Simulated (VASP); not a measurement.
Output of a VASP run:

### OUTCAR
```
 ion  position               nearest neighbor table
   1  0.000  0.000  0.000-   2 2.72   3 2.72   3 2.72   2 2.72   3 2.72   2 2.72
   2  0.333  0.667  0.242-   1 2.72   1 2.72   1 2.72
   3  0.667  0.333  0.758-   1 2.72   1 2.72   1 2.72
  LATTYP: Found a hexagonal cell.
 ALAT       =     3.8407537794
 C/A-ratio  =     1.6913700711
 Subroutine PRICEL returns:
 Original cell was already a primitive cell.
 Subroutine GETGRP returns: Found 12 space group operations
The static configuration has the point symmetry D_3d.
The dynamic configuration has the point symmetry D_3d.
 Subroutine INISYM returns: Found 12 space group operations
 Subroutine IBZKPT returns following result:
 Found     17 irreducible k-points:

 Following reciprocal coordinates:
            Coordinates               Weight
  0.000000  0.000000  0.000000      1.000000
  0.166667  0.000000  0.000000      6.000000
  0.333333  0.000000  0.000000      6.000000
  0.500000  0.000000  0.000000      3.000000
  0.166667  0.166667  0.000000      6.000000
  0.333333  0.166667  0.000000     12.000000
  0.333333  0.333333  0.000000      2.000000
  0.000000  0.000000  0.333333      2.000000
  0.166667  0.000000  0.333333      6.000000
  0.000000  0.166667  0.333333      6.000000
  0.333333  0.000000  0.333333      6.000000
  0.000000  0.333333  0.333333      6.000000
  0.500000  0.000000  0.333333      6.000000
  0.166667  0.166667  0.333333     12.000000
  0.333333  0.166667  0.333333     12.000000
 -0.166667  0.500000  0.333333     12.000000
  0.333333  0.333333  0.333333      4.000000
   k-points           NKPTS =     17   k-points in BZ     NKDIM =     17   number of bands    NBANDS=     17
   number of dos      NEDOS =    301   number of ions     NIONS =      3
   total plane-waves  NPLWV =  32928
   dimension x,y,z NGX =    28 NGY =   28 NGZ =   42
   dimension x,y,z NGXF=    56 NGYF=   56 NGZF=   84
   ions per type =               1   2
   PREC   = accura    normal or accurate (medium, high low for compatibility)
   ISTART =      0    job   : 0-new  1-cont  2-samecut
   ICHARG =      2    charge: 1-file 2-atom 10-const
   ISPIN  =      1    spin polarized calculation?
   LNONCOLLINEAR =      F non collinear calculations
   LSORBIT =      F    spin-orbit coupling
   INIWAV =      1    electr: 0-lowe 1-rand  2-diag
   ENCUT  =  400.0 eV  29.40 Ry    5.42 a.u.   6.26  6.26 10.59*2*pi/ulx,y,z
   NELM   =    100;   NELMIN=  2; NELMDL= -5     # of ELM steps
   EDIFF  = 0.1E-05   stopping-criterion for ELM
   LREAL  =      F    real-space projection
   NLSPLINE    = F    spline interpolate recip. space projectors
   LMAXMIX     =    4 max onsite mixed and CHGCAR
   VOSKOWN=      0    Vosko Wilk Nusair interpolation
   EDIFFG = -.2E-01   stopping-criterion for IOM
   NSW    =     60    number of steps for IOM
   NBLOCK =      1;   KBLOCK =     60    inner block; outer block
   IBRION =      2    ionic relax: 0-MD 1-quasi-New 2-CG
   NFREE  =      1    steps in history (QN), initial steepest desc. (CG)
   ISIF   =      3    stress and relaxation
   ISYM   =      2    0-nonsym 1-usesym 2-fastsym
   TEIN   =    0.0    initial temperature
   TEBEG  =    0.0;   TEEND  =   0.0 temperature during run
   SMASS  =  -3.00    Nose mass-parameter (am)
   PSTRESS=    0.0 pullay stress
   NELECT =      26.0000    total number of electrons
   EFERMI =   0.00;   METHOD = LEGACY
   ISMEAR =     0;   SIGMA  =   0.05  broadening in eV -4-tet -1-fermi 0-gaus
   IALGO  =     38    algorithm
   LDIAG  =      T    sub-space diagonalisation (order eigenvalues)
   IMIX   =      4    mixing-type and parameters
     AMIX     =   0.40;   BMIX     =  1.00
     AMIX_MAG =   1.60;   BMIX_MAG =  1.00
     AMIN     =   0.10
   METAGGA = R2SCAN    functional components
   VOSKOWN =     0    Vosko Wilk Nusair interpolation
   LHFCALC =     F    Hartree Fock is set to
   LHFONE  =     F    Hartree Fock one center treatment
   AEXX    =    0.0000 exact exchange contribution
...
```

**OSZICAR**
```
       N       E                     dE             d eps       ncg     rms          rms(c)
DAV:   1     0.129799901814E+03    0.12980E+03   -0.11086E+04   578   0.145E+03
DAV:   2    -0.409461800039E+02   -0.17075E+03   -0.16837E+03   652   0.340E+02
DAV:   3    -0.585652007388E+02   -0.17619E+02   -0.17093E+02   756   0.110E+02
DAV:   4    -0.590623140336E+02   -0.49711E+00   -0.49671E+00   686   0.198E+01
DAV:   5    -0.590757962172E+02   -0.13482E-01   -0.13482E-01   908   0.323E+00    0.571E+00
DAV:   6    -0.565996384880E+02    0.24762E+01   -0.16863E+00   735   0.206E+01    0.389E+00
DAV:   7    -0.537138995487E+02    0.28857E+01   -0.85059E-01   633   0.609E+00    0.133E+00
DAV:   8    -0.545416954705E+02   -0.82780E+00   -0.64578E-01   607   0.627E+00    0.649E-01
DAV:   9    -0.545575160147E+02   -0.15821E-01   -0.15331E-01   597   0.302E+00    0.377E-01
DAV:  10    -0.545925042217E+02   -0.34988E-01   -0.19348E-02   638   0.119E+00    0.252E-01
DAV:  11    -0.546206503145E+02   -0.28146E-01   -0.46003E-02   594   0.183E+00    0.122E-01
DAV:  12    -0.546225214494E+02   -0.18711E-02   -0.46769E-03   616   0.546E-01    0.117E-01
DAV:  13    -0.546234057572E+02   -0.88431E-03   -0.38173E-04   746   0.198E-01    0.824E-02
DAV:  14    -0.546247862734E+02   -0.13805E-02   -0.20414E-03   581   0.437E-01    0.250E-02
DAV:  15    -0.546251037356E+02   -0.31746E-03   -0.36569E-04   588   0.183E-01    0.254E-02
DAV:  16    -0.546250454687E+02    0.58267E-04   -0.13349E-04   651   0.103E-01    0.259E-02
DAV:  17    -0.546250948766E+02   -0.49408E-04   -0.18773E-05   606   0.404E-02    0.126E-02
DAV:  18    -0.546251046734E+02   -0.97968E-05   -0.58204E-05   597   0.747E-02    0.130E-02
DAV:  19    -0.546251102503E+02   -0.55768E-05   -0.53713E-06   610   0.254E-02    0.801E-03
DAV:  20    -0.546251101941E+02    0.56191E-07   -0.37520E-06   497   0.173E-02
   1 F= -.54625110E+02 E0= -.54625110E+02  d E =-.546251E+02
```

File OUTCAR:
```
------------------------ aborting loop because EDIFF is reached ----------------------------------------
  FORCE on cell =-STRESS in cart. coord.  units (eV):
  Direction    XX          YY          ZZ          XY          YZ          ZX
  --------------------------------------------------------------------------------------
  Total        0.0577076      0.0577076      0.0499577      0.0000000      0.0000000      0.0000000
  in kB        1.1141012      1.1141013      0.9644834      0.0000000      0.0000000      0.0000000
  external PRESSURE =       1.0642286 kB  Pullay stress =       0.0000000 kB
  volume of cell :       82.99
      direct lattice vectors                 reciprocal lattice vectors
     1.920376796 -3.326190397  0.000000000     0.260365570 -0.150322122  0.000000000
     1.920376796  3.326190397  0.000000000     0.260365570  0.150322122  0.000000000
     0.000000000  0.000000000  6.496135993     0.000000000  0.000000000  0.153937664
 POSITION                                       TOTAL-FORCE (eV/Angst)
 -----------------------------------------------------------------------------------
      0.00000      0.00000      0.00000        -0.000000      0.000000      0.000000
      1.92038      1.10873      1.57313        -0.000000      0.000000      0.000907
      1.92038     -1.10873      4.92300         0.000000     -0.000000     -0.000907
 -----------------------------------------------------------------------------------
    total drift:                                0.000000     -0.000000      0.000000
  FREE ENERGIE OF THE ION-ELECTRON SYSTEM (eV)
  ---------------------------------------------------
  free  energy   TOTEN  =       -54.6251101941 eV

  energy  without entropy=      -54.6251101941  energy(sigma->0) =      -54.62511019

 reached required accuracy - stopping structural energy minimisation
```
(Selected blocks of OUTCAR.)

POSCAR:
```
SnSe2
1
    1.9203767959    -3.3261903968    -0.0000000000
    1.9203767959     3.3261903968     0.0000000000
    0.0000000000     0.0000000000     6.4961359929
Sn Se
1 2
Direct
  0.0000000000   0.0000000000   1.0000000000
  0.3333330000   0.6666670000   0.2421642118
  0.6666670000   0.3333330000   0.7578357882
```

Task: Write an INCAR and KPOINTS that could have produced this output.

Result: Several could match; the one computed here: the input of the run itself, r2SCAN meta-GGA, plane waves, VASP's PBE PAW potentials (set 64).

KPOINTS:
```
Automatic mesh
0
Gamma
6 6 3
0 0 0
```

**INCAR**
```
# general
SYSTEM =SnSe2
PREC   =Accurate
ENCUT  =400
LREAL  =.FALSE.
LASPH  =.TRUE.

# electronic loop
EDIFF  =1E-6
NELM   =100
ALGO   =Normal
LMAXMIX=4
LMIXTAU=.TRUE.

# smearing
ISMEAR =0
SIGMA  =0.05

# functional
METAGGA=R2SCAN

# ions
IBRION =2
NSW    =60
ISIF   =3
EDIFFG =-0.02

# output
LWAVE  =.FALSE.
LCHARG =.FALSE.
```

POTCAR, in this order: Sn_d Se (PBE.64 set). Program: vasp_std.

The compound is SnSe2 in the 1T layered structure. It was relaxed first, which changed the volume by +8 %. The start is the result of an earlier pass.
